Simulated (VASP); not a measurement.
A VASP calculation is set up with these files.

### KPOINTS
```
Automatic mesh
0
gamma
7 7 7
```

### POSCAR
```
MnSi
1.0
  4.4260148505   0.0000000000   0.0000000000
  0.0000000000   4.4260148505   0.0000000000
  0.0000000000   0.0000000000   4.4260148505
Mn Si
4 4
Direct
  0.8623497950   0.6376502050   0.3623497950
  0.3623497950   0.8623497950   0.6376502050
  0.1376502050   0.1376502050   0.1376502050
  0.6376502050   0.3623497950   0.8623497950
  0.1544454627   0.3455545373   0.6544454627
  0.6544454627   0.1544454627   0.3455545373
  0.8455545373   0.8455545373   0.8455545373
  0.3455545373   0.6544454627   0.1544454627
```

INCAR:
```
LWAVE  =  .FALSE.
NELM  =  100
IBRION  =  2   # conjugate gradients
LASPH  =  .TRUE.
SIGMA  =  0.1   # width (eV)
MAGMOM  =  0.6 0.6 0.6 0.6 -0.0 -0.0 -0.0 -0.0
ISMEAR  =  1   # Methfessel-Paxton
LREAL  =  .FALSE.
LCHARG  =  .FALSE.
ENCUT  =  500   # plane-wave cut-off (eV)
NSW  =  40   # most ionic steps
LMAXMIX  =  4   # l cut-off of mixed one-centre charges
SYSTEM  =  MnSi
EDIFF  =  1E-6   # SCF stop (eV)
ISIF  =  3   # ions, shape and volume
ISPIN  =  2   # spin-polarised
PREC  =  Accurate
ALGO  =  Normal   # blocked Davidson
LORBIT  =  10
EDIFFG  =  -0.02
```

POTCAR, in this order: Mn_pv Si (LDA.64 set). Program: vasp_std.

### Question
Write an equivalent input for Quantum ESPRESSO's pw.x.

### Answer
One equivalent input (not run):
```
&CONTROL
  calculation = 'vc-relax'
  pseudo_dir = './pseudo'
  outdir = './out'
  tprnfor = .true.
  tstress = .true.
  nstep = 40
  forc_conv_thr = 0.00078
/
&SYSTEM
  ibrav = 0
  nat = 8
  ntyp = 2
  ecutwfc = 96
  occupations = 'smearing'
  smearing = 'methfessel-paxton'
  degauss = 0.00735
  input_dft = 'pz'
  nspin = 2
  starting_magnetization(1) = 0.06
/
&ELECTRONS
  conv_thr = 7.3e-08
  electron_maxstep = 100
/
&IONS
/
&CELL
/
ATOMIC_SPECIES
  Mn 54.938 Mn.upf
  Si 28.085 Si.upf
CELL_PARAMETERS angstrom
     4.4260149    0.0000000   -0.0000000
     0.0000000    4.4260149    0.0000000
     0.0000000    0.0000000    4.4260149
ATOMIC_POSITIONS crystal
  Mn   0.8623498  0.6376502  0.3623498
  Mn   0.3623498  0.8623498  0.6376502
  Mn   0.1376502  0.1376502  0.1376502
  Mn   0.6376502  0.3623498  0.8623498
  Si   0.1544455  0.3455545  0.6544455
  Si   0.6544455  0.1544455  0.3455545
  Si   0.8455545  0.8455545  0.8455545
  Si   0.3455545  0.6544455  0.1544455
K_POINTS automatic
  7 7 7 0 0 0
```
The two are equivalent in intent, not identical: the potentials are each code's own (VASP's PAW set, PseudoDojo norm-conserving files in pw.x), so ENCUT and ecutwfc are chosen apart and not converted; conv_thr bounds pw.x's estimated SCF error, while EDIFF bounds the energy change between steps; starting_magnetization is a fraction of the valence charge and MAGMOM a moment in μB, so they match only roughly; forc_conv_thr acts on force components and is met together with etot_conv_thr.

The compound is MnSi in the B20 structure. It was relaxed first, which changed the volume by -9 %.
